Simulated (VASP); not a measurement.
Level of theory: PBEsol GGA, VASP's PBE PAW potentials (set 64) (plane waves; VASP).

VASP ran on this input.

### INCAR
```
LWAVE = .FALSE.
PREC = Accurate
ENCUT = 520
LCHARG = .FALSE.
SYSTEM = CoAl
EDIFF = 1E-7
LMAXMIX = 4
ISIF = 2
ISMEAR = 1
GGA = PS   ! PBEsol
LREAL = .FALSE.
SIGMA = 0.1   ! width (eV)
ALGO = Normal
LASPH = .TRUE.
NELM = 100   ! most electronic steps
```

File KPOINTS:
```
Automatic mesh
0
Gamma
13 13 13
0 0 0
```

**POSCAR**
```
CoAl
1
    2.8230289982     0.0000000000     0.0000000000
    0.0000000000     2.8230289982     0.0000000000
    0.0000000000     0.0000000000     2.8230289982
Al Co
1 1
Direct
  0.5000000000   0.5000000000   0.5000000000
  0.0000000000   0.0000000000   0.0000000000
```

POTCAR, in this order: Al Co (PBE.64 set). Program: vasp_std.

Task: Predict the energy per atom (σ→0), band gap (on the k-mesh).

Result: 
The energy per atom (σ→0) comes out as -631.1 kJ/mol of atoms and the band gap (on the k-mesh) is none (metal, semimetal or under 0.01 eV).

File OSZICAR:
```
...
DAV:   7    -0.131077477365E+02    0.47789E+01   -0.34827E+01  1856   0.852E+01    0.193E+00
DAV:   8    -0.130990992910E+02    0.86484E-02   -0.25408E-01  1736   0.447E+00    0.126E+00
DAV:   9    -0.130822686848E+02    0.16831E-01   -0.48225E-02  2018   0.304E+00    0.352E-01
DAV:  10    -0.130816228302E+02    0.64585E-03   -0.15203E-03  2090   0.550E-01    0.158E-01
DAV:  11    -0.130816027168E+02    0.20113E-04   -0.35806E-05  1978   0.549E-02    0.256E-02
DAV:  12    -0.130815974369E+02    0.52799E-05   -0.20981E-05  1988   0.659E-02    0.571E-03
DAV:  13    -0.130815973792E+02    0.57669E-07   -0.38810E-07  1792   0.575E-03
   1 F= -.13081597E+02 E0= -.13081510E+02  d E =-.261386E-03
```

The compound is CoAl in the CsCl type structure. It was relaxed first. The run is not spin-polarised, so no magnetic state was tried.
